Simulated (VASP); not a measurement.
All values below come from PBE GGA, VASP's PBE PAW potentials (set 64) (plane waves; VASP).

The input files of a VASP run:

### POSCAR
```
PtS2
1
    3.5710133167     0.0000000000     0.0000000000
   -1.7855066584     3.0925883218     0.0000000000
    0.0000000000     0.0000000000     6.4110741931
Pt S
1 2
Direct
  0.0000000000   0.0000000000   0.0000000000
  0.3333330000   0.6666670000   0.1914611680
  0.6666670000   0.3333330000   0.8085388320
```

**INCAR**
```
! general
SYSTEM  = PtS2
PREC    = Accurate
ENCUT   = 480
LREAL   = .False.
LASPH   = .True.

! electronic loop
EDIFF   = 1E-6
NELM    = 100
ALGO    = Normal
LMAXMIX = 6

! smearing
ISMEAR  = 0
SIGMA   = 0.05

! functional
GGA     = PE

! ions
IBRION  = 2
NSW     = 60
ISIF    = 3
EDIFFG  = -0.02

! output
LWAVE   = .False.
LCHARG  = .False.
```

KPOINTS:
```
Automatic mesh
0
Gamma
7 7 3
0 0 0
```

POTCAR, in this order: Pt S (PBE.64 set). Program: vasp_std.

Task: What will the output report for the number of irreducible k-points (NKPTS), largest plane-wave count, number of space-group operations, FFT grid (NGX, NGY, NGZ)?

Result: 
| Item | Value |
|---|---|
| number of irreducible k-points (NKPTS) | 20 |
| largest plane-wave count | 1705 |
| number of space-group operations | 12 |
| FFT grid (NGX, NGY, NGZ) | 28 × 28 × 48 |

The compound is PtS2 in the 1T layered structure. It was relaxed first, which changed the volume by +29 %. The start is the result of an earlier pass.
